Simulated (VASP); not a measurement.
OSZICAR of a VASP run on BC₃₅Si₃₆:

File OSZICAR:
```
       N       E                     dE             d eps       ncg     rms          rms(c)
DAV:   1    -0.623219469421E+03   -0.62322E+03   -0.11459E+01   360   0.785E+00    0.158E+01
DAV:   2    -0.623284201559E+03   -0.64732E-01   -0.32603E-01   380   0.133E+00    0.112E+01
DAV:   3    -0.623259670555E+03    0.24531E-01   -0.80906E-02   404   0.646E-01    0.678E+00
DAV:   4    -0.623256943446E+03    0.27271E-02   -0.25168E-02   404   0.298E-01    0.394E+00
DAV:   5    -0.623254067387E+03    0.28761E-02   -0.32701E-03   388   0.142E-01    0.229E+00
DAV:   6    -0.623253356417E+03    0.71097E-03   -0.27887E-03   396   0.109E-01    0.128E+00
DAV:   7    -0.623253195119E+03    0.16130E-03   -0.38814E-04   388   0.430E-02    0.745E-01
DAV:   8    -0.623253101258E+03    0.93860E-04   -0.11403E-04   400   0.272E-02    0.430E-01
DAV:   9    -0.623253087338E+03    0.13920E-04   -0.76742E-05   388   0.178E-02    0.239E-01
DAV:  10    -0.623253082155E+03    0.51835E-05   -0.11092E-05   220   0.878E-03
   1 F= -.62325308E+03 E0= -.62325308E+03  d E =-.126178E-14
```

Question: Which electronic solver shows in the log?

Answer: It is blocked Davidson (ALGO = Normal, or the opening steps of other solvers). The INCAR had ALGO = Normal.

Question: Can the final energy be trusted as converged?

Answer: The run converged. It stopped with EDIFF = 1E-5, NELM = 50 (HSE06 screened hybrid, plane waves, VASP's PBE PAW potentials (set 64)).  The cell is charged, with a uniform compensating background. The supercell is sampled at Γ alone, which is coarse: total energies, pressure and levels can be off, energies of defects by several tenths of an eV.

The cell is a supercell with a defect, built from SiC (4h): B_C, charge +1. The cell's shape comes from a PBE relaxation. The run is not spin-polarised, so no state with unpaired spins was tried.
